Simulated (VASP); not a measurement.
Calculation: PBE GGA, VASP's PBE PAW potentials (set 64) (plane waves; VASP 6.6.1).

VASP input:

**KPOINTS**
```
Automatic mesh
0
Gamma
 8 8 8
```

POSCAR:
```
HgTe
1
    0.0000000000     3.3279930608     3.3279930608
    3.3279930608     0.0000000000     3.3279930608
    3.3279930608     3.3279930608     0.0000000000
Hg Te
1 1
Direct
  0.0000000000   0.0000000000   0.0000000000
  0.7500000000   0.7500000000   0.7500000000
```

**INCAR**
```
SYSTEM = HgTe
PREC = Normal
ENCUT = 400
EDIFF = 1E-5
NELM = 100
ALGO = Fast
LREAL = .FALSE.
LASPH = .TRUE.
ISMEAR = 0
SIGMA = 0.05
GGA = PE
LMAXMIX = 6
LWAVE = .FALSE.
LCHARG = .FALSE.
NELMIN = 4
IBRION = 2
ISIF = 2
NSW = 20
EDIFFG = -0.03
```

POTCAR, in this order: Hg Te (PBE.64 set). Program: vasp_std.

The resulting files:

**OUTCAR**
```
 ion  position               nearest neighbor table
   1  0.000  0.000  0.000-   2 2.88   2 2.88   2 2.88   2 2.88
   2  0.750  0.750  0.750-   1 2.88   1 2.88   1 2.88   1 2.88
  LATTYP: Found a face centered cubic cell.
 ALAT       =     6.6559861216
 Subroutine PRICEL returns:
 Original cell was already a primitive cell.
 Subroutine GETGRP returns: Found 24 space group operations
The static configuration has the point symmetry T_d .
The dynamic configuration has the point symmetry T_d .
 Subroutine INISYM returns: Found 24 space group operations
 Subroutine IBZKPT returns following result:
 Found     29 irreducible k-points:

 Following reciprocal coordinates:
            Coordinates               Weight
  0.000000  0.000000  0.000000      1.000000
  0.125000  0.000000  0.000000      8.000000
  0.250000  0.000000  0.000000      8.000000
  0.375000  0.000000  0.000000      8.000000
  0.500000  0.000000  0.000000      4.000000
  0.125000  0.125000  0.000000      6.000000
  0.250000  0.125000  0.000000     24.000000
  0.375000  0.125000  0.000000     24.000000
  0.500000  0.125000  0.000000     24.000000
...
```

### OSZICAR
```
       N       E                     dE             d eps       ncg     rms          rms(c)
DAV:   1     0.913428094516E+02    0.91343E+02   -0.69228E+03   762   0.955E+02
DAV:   2    -0.174441056490E+00   -0.91517E+02   -0.87013E+02   854   0.239E+02
DAV:   3    -0.381355265288E+01   -0.36391E+01   -0.36296E+01   919   0.503E+01
DAV:   4    -0.385072328990E+01   -0.37171E-01   -0.37166E-01  1061   0.457E+00
DAV:   5    -0.385081844002E+01   -0.95150E-04   -0.95150E-04   909   0.225E-01    0.655E+00
RMM:   6    -0.365745610279E+01    0.19336E+00   -0.47643E-01   754   0.543E+00    0.504E+00
RMM:   7    -0.365071693102E+01    0.67392E-02   -0.85452E-02   754   0.163E+00    0.200E+00
RMM:   8    -0.364980943225E+01    0.90750E-03   -0.61342E-03   757   0.819E-01    0.323E-01
RMM:   9    -0.364991421375E+01   -0.10478E-03   -0.95163E-04   759   0.289E-01    0.714E-02
RMM:  10    -0.364993592008E+01   -0.21706E-04   -0.16151E-04   760   0.104E-01    0.189E-02
RMM:  11    -0.364994309857E+01   -0.71785E-05   -0.32596E-05   530   0.465E-02
   1 F= -.36499431E+01 E0= -.36498678E+01  d E =-.364994E+01
```

File OUTCAR:
```
------------------------ aborting loop because EDIFF is reached ----------------------------------------
  FORCE on cell =-STRESS in cart. coord.  units (eV):
  Direction    XX          YY          ZZ          XY          YZ          ZX
  --------------------------------------------------------------------------------------
  Total        0.0051088      0.0051088      0.0051088      0.0000000      0.0000000     -0.0000000
  in kB        0.1110323      0.1110323      0.1110323      0.0000000      0.0000000     -0.0000000
  external PRESSURE =       0.1110323 kB  Pullay stress =       0.0000000 kB
  volume of cell :       73.72
      direct lattice vectors                 reciprocal lattice vectors
     0.000000000  3.327993061  3.327993061    -0.150240698  0.150240698  0.150240698
     3.327993061  0.000000000  3.327993061     0.150240698 -0.150240698  0.150240698
     3.327993061  3.327993061  0.000000000     0.150240698  0.150240698 -0.150240698
 POSITION                                       TOTAL-FORCE (eV/Angst)
 -----------------------------------------------------------------------------------
      0.00000      0.00000      0.00000        -0.000000     -0.000000     -0.000000
      4.99199      4.99199      4.99199         0.000000      0.000000      0.000000
 -----------------------------------------------------------------------------------
    total drift:                                0.000001      0.000001      0.000001
  FREE ENERGIE OF THE ION-ELECTRON SYSTEM (eV)
  ---------------------------------------------------
  free  energy   TOTEN  =        -3.6499430986 eV

  energy  without entropy=       -3.6497924159  energy(sigma->0) =       -3.64986776

 reached required accuracy - stopping structural energy minimisation
```
(Selected blocks of OUTCAR.)

The compound is HgTe in the zinc blende structure. It was relaxed first, which changed the volume by +9 %.
